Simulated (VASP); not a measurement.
An input for Ansatz (written as the equivalent of a VASP run, and not itself run):

Ansatz 0.2 input:
```yaml
crystal:
  lattice:
    - [0.0000000, 2.1662797, 2.1662797]
    - [2.1662797, 0.0000000, 2.1662797]
    - [2.1662797, 2.1662797, 0.0000000]
  atoms:
    - { symbol: Ti, position: [0.0000000, 0.0000000, 0.0000000] }
    - { symbol: C, position: [0.5000000, 0.5000000, 0.5000000] }
kpoints:
  mp_grid: { grid: [14, 14, 14] }
hamiltonian:
  xc: r2scan
  pseudopotentials: { kind: paw }
scf:
  occupations: { method: methfessel_paxton, width: 0.1 }
  max_iter: 100
relax:
  max_steps: 40
  f_tol: 0.01
  cell: { p_target: 10 }
output: { forces: true, stress: true, eigenvalues: true }
```

Task: Translate this input to VASP (INCAR, KPOINTS, POSCAR, choice of POTCAR).

Result: One answer among several that fit: 
POSCAR:
```
TiC
1
   -0.0000000000     2.1662797386     2.1662797386
    2.1662797386     0.0000000000     2.1662797386
    2.1662797386     2.1662797386    -0.0000000000
Ti C
1 1
Direct
  0.0000000000   0.0000000000   0.0000000000
  0.5000000000   0.5000000000   0.5000000000
```

INCAR:
```
NSW=40
PREC=Accurate
LMAXMIX=4
ALGO=Normal   ! blocked Davidson
EDIFF=1E-7   ! SCF stop (eV)
LMIXTAU=.TRUE.
METAGGA=R2SCAN
SIGMA=0.1
NELM=100   ! most electronic steps
LCHARG=.FALSE.
LWAVE=.FALSE.
SYSTEM=TiC
LASPH=.TRUE.   ! aspherical one-centre terms
IBRION=2   ! conjugate gradients
LREAL=.FALSE.   ! projection in real space or not
ISIF=3
ISMEAR=1   ! Methfessel-Paxton
EDIFFG=-0.01
ENCUT=600   ! plane-wave cut-off (eV)
PSTRESS=100   ! kbar
```

### KPOINTS
```
Automatic mesh
0
Gamma
14 14 14
0 0 0
```

POTCAR, in this order: Ti_sv C (PBE.64 set). Program: vasp_std.

The two are equivalent in intent, not identical: each code has its own PAW files, so the cut-off isn't converted (ENCUT is set for VASP's; basis.ecutwfc is left out, and Ansatz then takes the one that its files recommend); Ansatz stops its SCF on the density residual and VASP on the energy change (EDIFF).

The compound is TiC in the rock salt structure. This run relaxes it under an external pressure of 10 GPa. Symmetry was kept, so distortions that lower it aren't found.
